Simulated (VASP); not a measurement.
Input:

```yaml
crystal:
  lattice:
    - [3.95262, 0.00000, 0.00000]
    - [0.00000, 3.95262, 0.00000]
    - [0.00000, 0.00000, 3.95262]
  atoms:
    - { symbol: Ba, position: [0.00000, 0.00000, 0.00000] }
    - { symbol: Ti, position: [0.50000, 0.50000, 0.50000] }
    - { symbol: O, position: [0.50000, 0.00000, 0.50000] }
    - { symbol: O, position: [0.00000, 0.50000, 0.50000] }
    - { symbol: O, position: [0.50000, 0.50000, 0.00000] }
```

Method: LDA (Ceperley-Alder, Perdew-Zunger), VASP's LDA PAW potentials (set 64) (plane waves; VASP). Run with 520 eV cut-off, 5×5×5 Γ-centred mesh, Gaussian smearing of 0.050 eV, potentials Ba_sv Ti_sv O.

Unless said otherwise, spin-orbit coupling is left out, though it shifts the bands of the heavy elements here.

Q: What does the run give for the energy per atom (σ→0), band gap (on the k-mesh) with the smallest direct gap where there is one?

A: 
```yaml
band gap (on the k-mesh): 1.82 eV
smallest direct gap (on the k-mesh): 1.82 eV
energy per atom (σ→0): -852.0 kJ/mol of atoms
```

Only differences to runs with the same potentials and settings are physical.

The compound is BaTiO3 in the cubic perovskite structure, the ideal cubic form; the compound distorts at low or room temperature. It was relaxed first. The start is the result of an earlier pass.
